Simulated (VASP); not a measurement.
Method: vdW-DF2, VASP's PBE PAW potentials (set 64) (plane waves; VASP).

VASP input:

File KPOINTS:
```
Automatic mesh
0
Gamma
12 12 12
0 0 0
```

### POSCAR
```
Na
1
   -2.0882216499     2.0882216499     2.0882216499
    2.0882216499    -2.0882216499     2.0882216499
    2.0882216499     2.0882216499    -2.0882216499
Na
1
Direct
  0.0000000000   0.0000000000   0.0000000000
```

INCAR:
```
# general
SYSTEM  =Na
PREC    =Accurate
ENCUT   =520
LREAL   =.False.
LASPH   =.True.   # aspherical one-centre terms

# electronic loop
EDIFF   =1E-7
NELM    =100
ALGO    =Normal   # blocked Davidson

# smearing
ISMEAR  =1   # Methfessel-Paxton
SIGMA   =0.1

# functional
GGA     =ML
LUSE_VDW=.True.
AGGAC   =0.0
ZAB_VDW =-1.8867

# ions
ISIF    =2   # forces and stress, cell fixed

# output
LWAVE   =.False.
LCHARG  =.False.
```

POTCAR, in this order: Na_pv (PBE.64 set). Program: vasp_std.

What will the output report for the number of irreducible k-points (NKPTS), largest plane-wave count, number of space-group operations, FFT grid (NGX, NGY, NGZ)?

| Quantity | Result |
|---|---|
| number of irreducible k-points (NKPTS) | 72 |
| largest plane-wave count | 997 |
| number of space-group operations | 48 |
| FFT grid (NGX, NGY, NGZ) | 28 × 28 × 28 |

The compound is Na in the bcc structure. This cell is one point of a volume scan, at 1.03 of the reference volume.
